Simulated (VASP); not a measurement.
# LuB4Os6 (a cell with a defect) in VASP: further runs

Runs on LuB4Os6 (a cell with a defect). Level: PBEsol. Tasks: single point.

All numbers are computed with VASP 6.6.1; they aren't measurements. Logs are shortened: lines on timing, memory, paths and dates and some standing lists are left out, and cuts for length are marked.

### 1 Starting point

The cell holds a defect, 11 atoms: a = 5.442 Å, b = 5.442 Å, c = 6.113 Å, α = 90.00°, β = 90.00°, γ = 120.00°.

### 2 Single point, PBEsol

INCAR reads:

```
  PREC = Accurate
  ENCUT = 520
  EDIFF = 1E-6
  ISMEAR = 0
  SIGMA = 0.1
  LREAL = F
  LASPH = T
  NELM = 60
  ALGO = Normal
  ISIF = 2
  LWAVE = F
  LCHARG = T
  GGA = PS
  LELF = T
  LVHAR = T
  NBANDS = 54
```

KPOINTS reads:

```
regular mesh
0
Gamma
  3 3 2
```

POSCAR reads:

```
LuB4Os6
1.0
    5.4417090000      0.0000002900      0.0000000000
   -2.7208547500      4.7126598600      0.0000000000
    0.0000000000      0.0000000000      6.1130700000
B Os Lu
4 6 1
Direct
    0.3390807425      0.6780890191      0.0001019128
    0.6979471436      0.3960892263      0.0001235059
    0.3556502300      0.7114882034      0.5001256325
    0.6801286151      0.3600361268      0.5001251417
    0.5088055455      0.0173878139      0.2287039082
    0.4611240020      0.4655737803      0.2551263113
    0.0045408081      0.4654065992      0.2550320870
    0.5087706417      0.0174003333      0.7715226556
    0.4610728917      0.4655487414      0.7450915825
    0.0045155159      0.4653788017      0.7452193415
   -0.0293081397     -0.0589709420      0.5001441174
```

Potentials or basis: VASP PAW PBE potentials, release 64 (B, Os, Lu).

Command:

```console
$ cat potpaw_PBE.64/B/POTCAR potpaw_PBE.64/Os/POTCAR potpaw_PBE.64/Lu/POTCAR > POTCAR
$ mpirun -np 1 vasp_std > vasp.out
```

OUTCAR:

```text
PREC = Accurate
   ENCUT = 520
   EDIFF = 1E-6
   ISMEAR = 0
   LREAL = F
   LASPH = T
   NELM = 60
   ISIF = 2
   GGA = PS

 ion  position               nearest neighbor table
   1  0.339  0.678  0.000-   8 2.12   5 2.12  10 2.23   7 2.23   9 2.23   6 2.23
   2  0.698  0.396  0.000-   6 2.17   9 2.17  10 2.17   7 2.17   5 2.27   8 2.27
   3  0.356  0.711  0.500-   8 2.20   5 2.20   7 2.26  10 2.27   9 2.27   6 2.27  11 2.93  11 2.93

   4  0.680  0.360  0.500-  10 2.16   9 2.16   6 2.16   7 2.16   8 2.32   5 2.32  11 2.74
   5  0.509  0.017  0.229-   1 2.12   3 2.20   2 2.27   4 2.32   7 2.58   6 2.58   8 2.79   6 2.89
                             7 2.89  11 3.21  11 3.21   8 3.32
   6  0.461  0.466  0.255-   4 2.16   2 2.17   1 2.23   3 2.27   7 2.48   5 2.58   5 2.89   7 2.96
                             9 3.00  11 3.07   9 3.12  11 3.15
   7  0.005  0.465  0.255-   4 2.16   2 2.17   1 2.23   3 2.26   6 2.48   5 2.58   5 2.89   6 2.96
                            10 3.00  11 3.07  10 3.12  11 3.15
   8  0.509  0.017  0.772-   1 2.12   3 2.20   2 2.27   4 2.32  10 2.58   9 2.58   5 2.79   9 2.89
                            10 2.89  11 3.21  11 3.21   5 3.32
   9  0.461  0.466  0.745-   4 2.16   2 2.17   1 2.23   3 2.27  10 2.48   8 2.58   8 2.89  10 2.96
                             6 3.00  11 3.07   6 3.12  11 3.15
  10  0.005  0.465  0.745-   4 2.16   2 2.17   1 2.23   3 2.27   9 2.48   8 2.58   8 2.89   9 2.96
                             7 3.00  11 3.07   7 3.12  11 3.15
  11  0.971  0.941  0.500-   4 2.74   3 2.93   3 2.93   9 3.07   6 3.07  10 3.07   7 3.07   9 3.15
                            10 3.15   6 3.15   7 3.15   8 3.21   5 3.21   5 3.21   8 3.21

  LATTYP: Found a hexagonal cell.
 ALAT       =     5.4417090000
 C/A-ratio  =     1.1233731903

  Lattice vectors:

 A1 = (   5.4417090000,   0.0000002900,   0.0000000000)
 A2 = (  -2.7208547500,   4.7126598600,   0.0000000000)
 A3 = (   0.0000000000,   0.0000000000,   6.1130700000)

Analysis of symmetry for initial positions (statically):
=====================================================================
 Subroutine PRICEL returns:
 Original cell was already a primitive cell.

 Routine SETGRP: Setting up the symmetry group for a
 hexagonal supercell.

 Subroutine GETGRP returns: Found  1 space group operations
 (whereof  1 operations were pure point group operations)
 out of a pool of 24 trial point group operations.

The static configuration has the point symmetry C_1 .

Analysis of symmetry for dynamics (positions and initial velocities):
=====================================================================
 Subroutine PRICEL returns:
 Original cell was already a primitive cell.

 Routine SETGRP: Setting up the symmetry group for a
 hexagonal supercell.

 Subroutine GETGRP returns: Found  1 space group operations
 (whereof  1 operations were pure point group operations)
 out of a pool of 24 trial point group operations.

The dynamic configuration has the point symmetry C_1 .

 Subroutine INISYM returns: Found  1 space group operations
 (whereof  1 operations are pure point group operations),
 and found     1 'primitive' translations

----------------------------------------------------------------------------------------

                                     Primitive cell

  volume of cell :     156.7692

  direct lattice vectors                    reciprocal lattice vectors
     5.441709000  0.000000290  0.000000000     0.183765793  0.106097203  0.000000000
    -2.720854750  4.712659860  0.000000000    -0.000000011  0.212194387  0.000000000
     0.000000000  0.000000000  6.113070000     0.000000000  0.000000000  0.163583928

  length of vectors
     5.441709000  5.441710533  6.113070000     0.212194447  0.212194387  0.163583928

  position of ions in fractional coordinates (direct lattice)
     0.339080743  0.678089019  0.000101913
     0.697947144  0.396089226  0.000123506
     0.355650230  0.711488203  0.500125633
     0.680128615  0.360036127  0.500125142
     0.508805546  0.017387814  0.228703908
     0.461124002  0.465573780  0.255126311
     0.004540808  0.465406599  0.255032087
     0.508770642  0.017400333  0.771522656
     0.461072892  0.465548741  0.745091583
     0.004515516  0.465378802  0.745219341
     0.970691860  0.941029058  0.500144117

  ion indices of the primitive-cell ions
   primitive index   ion index
                 1           1
                 2           2
                 3           3
                 4           4
                 5           5
                 6           6
                 7           7
                 8           8
                 9           9
                10          10
                11          11

----------------------------------------------------------------------------------------

 KPOINTS: regular mesh

Automatic generation of k-mesh.
 Grid dimensions read from file:
 generate k-points for:    3    3    2

 Generating k-lattice:

  Cartesian coordinates                     Fractional coordinates (reciprocal lattice)
     0.061255264  0.035365734  0.000000000     0.333333333 -0.000000000  0.000000000
    -0.000000004  0.070731462  0.000000000     0.000000000  0.333333333  0.000000000
     0.000000000  0.000000000  0.081791964     0.000000000  0.000000000  0.500000000

  Length of vectors
     0.070731482  0.070731462  0.081791964

  Shift w.r.t. Gamma in fractional coordinates (k-lattice)
     0.000000000  0.000000000  0.000000000

 Subroutine IBZKPT returns following result:
 ===========================================

 Found     10 irreducible k-points:

 Following reciprocal coordinates:
            Coordinates               Weight
  0.000000  0.000000  0.000000      1.000000
  0.333333  0.000000  0.000000      2.000000
  0.000000  0.333333  0.000000      2.000000
 -0.333333  0.333333  0.000000      2.000000
  0.333333  0.333333  0.000000      2.000000
  0.000000  0.000000  0.500000      1.000000
  0.333333  0.000000  0.500000      2.000000
  0.000000  0.333333  0.500000      2.000000
 -0.333333  0.333333  0.500000      2.000000
  0.333333  0.333333  0.500000      2.000000
   k-points           NKPTS =     10   k-points in BZ     NKDIM =     10   number of bands    NBANDS=     54
   number of dos      NEDOS =    301   number of ions     NIONS =     11
   total plane-waves  NPLWV =  76800
   dimension x,y,z NGX =    40 NGY =   40 NGZ =   48
   dimension x,y,z NGXF=    80 NGYF=   80 NGZF=   96
   ions per type =               4   6   1
   NGX,Y,Z   is equivalent  to a cutoff of  12.22, 12.22, 13.05 a.u.
   NGXF,Y,Z  is equivalent  to a cutoff of  24.44, 24.44, 26.11 a.u.
 SYSTEM =  unknown system
   PREC   = accura    normal or accurate (medium, high low for compatibility)
   ISTART =      0    job   : 0-new  1-cont  2-samecut
   ICHARG =      2    charge: 1-file 2-atom 10-const
   ISPIN  =      1    spin polarized calculation?
   LNONCOLLINEAR =      F non collinear calculations
   LSORBIT =      F    spin-orbit coupling
   LASPH  =      T    aspherical Exc in radial PAW
   ENCUT  =  520.0 eV  38.22 Ry    6.18 a.u.  10.12 10.12 11.37*2*pi/ulx,y,z
   NELM   =     60;   NELMIN=  2; NELMDL= -5     # of ELM steps
   EDIFF  = 0.1E-05   stopping-criterion for ELM
   LREAL  =      F    real-space projection
   EDIFFG = 0.1E-04   stopping-criterion for IOM
   NSW    =      0    number of steps for IOM
   IBRION =     -1    ionic relax: 0-MD 1-quasi-New 2-CG
   NFREE  =      0    steps in history (QN), initial steepest desc. (CG)
   ISIF   =      2    stress and relaxation
   ISYM   =      2    0-nonsym 1-usesym 2-fastsym
   POTIM  = 0.5000    time-step for ionic-motion
   TEBEG  =    0.0;   TEEND  =   0.0 temperature during run
   PSTRESS=    0.0 pullay stress
   NELECT =      85.0000    total number of electrons
   NUPDOWN=      -1.0000    fix difference up-down
   EMIN   =  10.00;   EMAX   =-10.00  energy-range for DOS
   EFERMI =   0.00;   METHOD = LEGACY
   ISMEAR =     0;   SIGMA  =   0.10  broadening in eV -4-tet -1-fermi 0-gaus
   EFERMI_NEDOS =   21; number of points for ismear=-14 and -15
   IALGO  =     38    algorithm
   IMIX   =      4    mixing-type and parameters
     AMIX     =   0.40;   BMIX     =  1.00
     AMIX_MAG =   1.60;   BMIX_MAG =  1.00
  volume/ion in A,a.u.               =      14.25        96.18
  Fermi-wavevector in a.u.,A,eV,Ry     =   1.334937  2.522666 24.246366  1.782058
  Thomas-Fermi vector in A             =   2.463680
   LORBIT       =      0    0 simple, 1 ext, 2 COOP (PROOUT), +10 PAW based schemes
   GGA     = PS    functional components
   LHFCALC =     F    Hartree Fock is set to
   AEXX    =    0.0000 exact exchange contribution
   IVDW    =     0    specifies the selected vdW correction
   LEPSILON=     F    determine dielectric tensor
   LRPA    =     F    only Hartree local field effects (RPA)
 non-spin polarized calculation
 Gauss-broadening in eV      SIGMA  =   0.10
  energy-cutoff  :      520.00
  volume of cell :      156.77
 maximum number of plane-waves:      4248
   NGX = 21   NGY = 21   NGZ = 23

 number of electron      85.0000015 magnetization

 Free energy of the ion-electron system (eV)
  ---------------------------------------------------
  ext. energy  EPLUGINS =         0.00000000
  ---------------------------------------------------
  free energy    TOTEN  =      -105.28420984 eV

  energy without entropy =     -105.26515977  energy(sigma->0) =     -105.27468480

 E-fermi :   5.6044     XC(G=0): -12.2869

 val. band max:        5.5829531706   @ k =   0.0000   0.0000   0.5000
 cond. band min:       5.6744656022   @ k =   0.0000   0.0000   0.5000
 fundamental gap:      0.0915124317
 Fermi energy:         5.6043692694

 k-point     1 :       0.0000    0.0000    0.0000
  band No.  band energies     occupation
      1     -49.8845      2.00000
      2     -20.5796      2.00000
      3     -20.5689      2.00000
      4     -20.5604      2.00000
      5      -6.1282      2.00000
      6      -3.8091      2.00000
[... 46 lines left out ...]
     53       8.8234      0.00000
     54       8.9165      0.00000
[... 511 lines left out ...]
     53       9.9571      0.00000
     54      10.0224      0.00000

------------------------ aborting loop because EDIFF is reached ----------------------------------------

  FORCE on cell =-STRESS in cart. coord.  units (eV):
  Direction    XX          YY          ZZ          XY          YZ          ZX
  --------------------------------------------------------------------------------------
  -------------------------------------------------------------------------------------
  Total        1.6947899     -0.6772141    -19.2419476      0.0067825      0.0000071     -0.0002336
  in kB       17.3207087     -6.9211109   -196.6522047      0.0693174      0.0000722     -0.0023875
  external PRESSURE =     -62.0842023 kB  Pullay stress =       0.0000000 kB

 VOLUME and BASIS-vectors are now :
 -----------------------------------------------------------------------------
  energy-cutoff  :      520.00
  volume of cell :      156.77
      direct lattice vectors                 reciprocal lattice vectors
     5.441709000  0.000000290  0.000000000     0.183765793  0.106097203  0.000000000
    -2.720854750  4.712659860  0.000000000    -0.000000011  0.212194387  0.000000000
     0.000000000  0.000000000  6.113070000     0.000000000  0.000000000  0.163583928

 POSITION                                       TOTAL-FORCE (eV/Angst)
 -----------------------------------------------------------------------------------
      0.00020      3.19560      0.00062         0.001096     -0.010814      0.001419
      2.72032      1.86663      0.00076         0.005429      0.017595     -0.000815
     -0.00051      3.35300      3.05730         0.001244      0.007805     -0.000482
      2.72146      1.69673      3.05730        -0.000775     -0.008690     -0.000920
      2.72146      0.08194      1.39808        -0.001436      0.037136      0.014769
      1.24254      2.19409      1.55960        -0.048071     -0.025993     -0.000113
     -1.24159      2.19330      1.55903         0.044385     -0.019746     -0.000732
      2.72124      0.08200      4.71637        -0.000125      0.035217     -0.014517
      1.24233      2.19397      4.55480        -0.043869     -0.024313      0.002321
     -1.24166      2.19317      4.55558         0.043325     -0.017995     -0.000152
      2.72182      4.43475      3.05742        -0.001203      0.009797     -0.000780
 -----------------------------------------------------------------------------------
    total drift:                               -0.000078      0.000176      0.000031

  FREE ENERGIE OF THE ION-ELECTRON SYSTEM (eV)
  ---------------------------------------------------
  free  energy   TOTEN  =      -105.2842098399 eV

  energy  without entropy=     -105.2651597691  energy(sigma->0) =     -105.27468480
```

It took 3.5 min on 1 thread of AMD EPYC 7R43 (Zen 3), shared host; peak memory 0.26 GiB.

Results:

- Free energy: -105.2842 eV
- Pressure: -6.2 GPa
- Largest force: 0.055 eV/Å
- Band gap on the k mesh: none (metal or under the smearing width)

Forces in eV/Å, atoms in the order of the input:
```
B    0.001 -0.011  0.001
B    0.005  0.018 -0.001
B    0.001  0.008  0.000
B   -0.001 -0.009 -0.001
Os  -0.001  0.037  0.015
Os  -0.048 -0.026  0.000
Os   0.044 -0.020 -0.001
Os   0.000  0.035 -0.015
Os  -0.044 -0.024  0.002
Os   0.043 -0.018  0.000
Lu  -0.001  0.010 -0.001
```

Stress tensor (GPa, compression positive):
```
  1.73   0.01   0.00
  0.01  -0.69   0.00
  0.00   0.00 -19.67
```

Caveat: the k mesh is coarse (spacing up to 0.51 Å⁻¹), so the values aren't converged; the PAW data sets were made with another functional, which shifts forces and pressure a little. Spin-orbit coupling is left out, which matters for the levels of Lu, Os.

### 3 Single point, PBEsol

INCAR reads:

```
ALGO = Normal ; EDIFF = 1E-7
ENCUT = 520 ; GGA = PS
ISIF = 2 ; ISMEAR = 0
LASPH = T ; LCHARG = F
LREAL = F ; LWAVE = F
NBANDS = 54 ; NELM = 100
PREC = Accurate ; SIGMA = 0.1
```

KPOINTS reads:

```
k-points
0
Gamma
  3 3 2
```

POSCAR reads:

```
LuB4Os6
1.0
    5.4417090000      0.0000002900      0.0000000000
   -2.7208547500      4.7126598600      0.0000000000
    0.0000000000      0.0000000000      6.1130700000
B Os Lu
4 6 1
Direct
    0.2733240917      0.6059291367      0.0017758671
    0.7257943240      0.3995231664     -0.0071492720
    0.3902892952      0.7320264966      0.4881552150
    0.5974661893      0.2652281013      0.5022288310
    0.4768510607      0.0023984039      0.1928175205
    0.4946841106      0.4926565730      0.2430014706
   -0.0016645773      0.5193867313      0.2903254829
    0.5583511176      0.0000243680      0.7868365649
    0.5006745051      0.5081671340      0.7479906168
   -0.0016479930      0.4564808546      0.7084371682
   -0.0212887630      0.0022995520      0.4225166733
```

Potentials or basis: VASP PAW PBE potentials, release 64 (B, Os, Lu).

Command:

```console
$ cat potpaw_PBE.64/B/POTCAR potpaw_PBE.64/Os/POTCAR potpaw_PBE.64/Lu/POTCAR > POTCAR
$ mpirun -np 1 vasp_std > vasp.out
```

It took 4.3 min on 1 thread of AMD EPYC 7R43 (Zen 3), shared host; peak memory 0.26 GiB.

The run converged. Its results:

- Free energy: -104.7670 eV
- Pressure: -7.0 GPa
- Largest force: 0.923 eV/Å
- Band gap on the k mesh: none (metal or under the smearing width)

Forces on the atoms (eV/Å):
```
B    0.066  0.025 -0.141
B   -0.039 -0.039 -0.074
B   -0.022 -0.029 -0.044
B    0.035  0.034 -0.081
Os   0.010 -0.013 -0.025
Os   0.030 -0.087 -0.131
Os   0.039  0.005 -0.191
Os  -0.071  0.034 -0.075
Os  -0.008  0.045 -0.068
Os  -0.077  0.093 -0.090
Lu   0.036 -0.068  0.920
```

Stress tensor (GPa, compression positive):
```
 -5.12  -2.36  -0.07
 -2.36  -2.49   2.25
 -0.07   2.25 -13.51
```

Levels at points of the mesh, in eV from the Fermi level:
```
           k point  band 40  band 41  band 42  band 43  band 44  band 45  band 46  band 47
(0.00, 0.00, 0.00)    -0.57    -0.41     0.15     0.20     0.51     0.59     0.89     1.58
(0.00, 0.00, 0.50)    -0.48    -0.16    -0.04    -0.01     0.15     0.32     1.04     1.45
```

Caveat: the k mesh is coarse (spacing up to 0.51 Å⁻¹), so the values aren't converged; the PAW data sets were made with another functional, which shifts forces and pressure a little.

[end of part 1 of 2]
